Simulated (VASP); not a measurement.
GaAs (zinc blende): the band gap from VASP (plane waves, PAW) at several levels of theory. Gaps are without spin-orbit coupling. Each level names its cell: its own relaxed one, PBE's, or the starting one. A gap is the smallest over the k-mesh and a band path; hybrids may have named points in place of the path, and GW has the mesh alone. mBJ is a potential without an energy functional, so only the levels count. The mesh is coarse and the basis finite, so the quasiparticle values are not converged.

| level | band gap (eV) | error against measurement (eV) |
|---|---|---|
| LDA (own cell) | 0.51 | -1.06 |
| PBE (own cell) | 0.15 | -1.42 |
| PBEsol (own cell) | 0.42 | -1.15 |
| RPBE (own cell) | 0.05 | -1.52 |
| AM05 (own cell) | 0.45 | -1.12 |
| PBE-D3(BJ) (own cell) | 0.41 | -1.16 |
| PBE-D4 (own cell) | 0.47 | -1.10 |
| optB88-vdW (own cell) | 0.02 | -1.55 |
| rev-vdW-DF2 (own cell) | 0.15 | -1.42 |
| revTPSS (own cell) | 0.64 | -0.93 |
| SCAN (own cell) | 0.68 | -0.89 |
| r2SCAN (own cell) | 0.93 | -0.64 |
| r2SCAN+rVV10 (starting cell) | 1.00 | -0.57 |
| mBJ (TB09) (PBE cell) | 1.22 | -0.35 |
| HSE06 (PBE cell) | 1.01 | -0.56 |
| HSEsol (PBE cell) | 0.91 | -0.66 |
| PBE0 (PBE cell) | 1.58 | +0.01 |
| B3LYP (PBE cell) | 1.13 | -0.44 |
| Hartree-Fock (PBE cell) | 6.97 | +5.40 |
| G0W0@PBE (starting cell) | 1.33 | -0.24 |
| evGW0@PBE (starting cell) | 1.51 | -0.06 |

Measured: 1.57 eV (as given by Wei Chen et al., Physical Review Materials (2018), doi:10.1103/physrevmaterials.2.073803; zero-point renormalisation of 0.05 eV added back (the table's ZPR column)).

The cell of the LDA (own cell) run:

```cif
data_AsGa
_chemical_formula_sum 'Ga1 As1'
_space_group_name_H-M_alt 'P 1'
_space_group_IT_number 1
_cell_length_a 3.96713
_cell_length_b 3.96713
_cell_length_c 3.96713
_cell_angle_alpha 60.000
_cell_angle_beta 60.000
_cell_angle_gamma 60.000
loop_
_space_group_symop_operation_xyz
  'x, y, z'
loop_
_atom_site_label
_atom_site_type_symbol
_atom_site_fract_x
_atom_site_fract_y
_atom_site_fract_z
_atom_site_occupancy
Ga1 Ga 0.00000 0.00000 0.00000 1
As1 As 0.25000 0.25000 0.25000 1
```

Only levels that ran to the end are used. Left out are those held back, those with too coarse a band path, GW runs whose mesh misses a band edge, hybrids' fits of cells that aren't cubic and levels without matching references; a question may draw on a part of the rest.

The compound is GaAs in the zinc blende structure.
